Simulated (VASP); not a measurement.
Set up this calculation in VASP 6.6.1, as the native input.

- Task: single point
- Functional: LDA
- Potentials or basis: VASP PAW LDA potentials, release 64 (Na_pv, Ag)
- Cutoff: 520 eV
- k mesh: 6 × 6 × 6
- Occupations: fermi-dirac, width 0.05 eV
- Spin: no spin polarisation
- Dipole correction: no
- Further INCAR settings: ALGO = Normal; EDIFF = 1e-06; NBANDS = 28

The structure of NaAg3 lies in POSCAR:

```
NaAg3
1.0
    4.1278556607      0.0000000000      0.0000000000
    0.0000000000      4.1278556607      0.0000000000
    0.0000000000      0.0000000000      4.1278556607
Na Ag
1 3
Direct
    0.0000000000      0.0000000000      0.0000000000
    0.0000000000      0.5000000000      0.5000000000
    0.5000000000      0.0000000000      0.5000000000
    0.5000000000      0.5000000000      0.0000000000
```

The cell comes from a database or a generator and needn't be the stable form of this composition.

These files were run (other wordings do the same):

INCAR

```
SYSTEM = NaAg3
PREC = Accurate ; ENCUT = 520
EDIFF = 1E-6 ; ISMEAR = -1
SIGMA = 0.05 ; LREAL = .FALSE.
LASPH = .TRUE. ; NELM = 100
ALGO = Normal ; ISIF = 2
LWAVE = .FALSE. ; LCHARG = .FALSE.
NBANDS = 28
```

KPOINTS

```
Automatic mesh
0
G
  6 6 6
  0 0 0
```

Potentials or basis: VASP PAW LDA potentials, release 64 (Na_pv, Ag).

Launch:

```sh
$ cat potpaw_LDA.64/Na_pv/POTCAR potpaw_LDA.64/Ag/POTCAR > POTCAR
$ mpirun -np 1 vasp_std > vasp.out
```

It gave:

```
Pressure               : -3.3 GPa
Band gap on the k mesh : none (metal or under the smearing width)
```

It took 15 s on 1 thread of Intel(R) Xeon(R) Platinum 8488C (Sapphire Rapids), with other jobs on the host, peak memory 0.16 GiB.
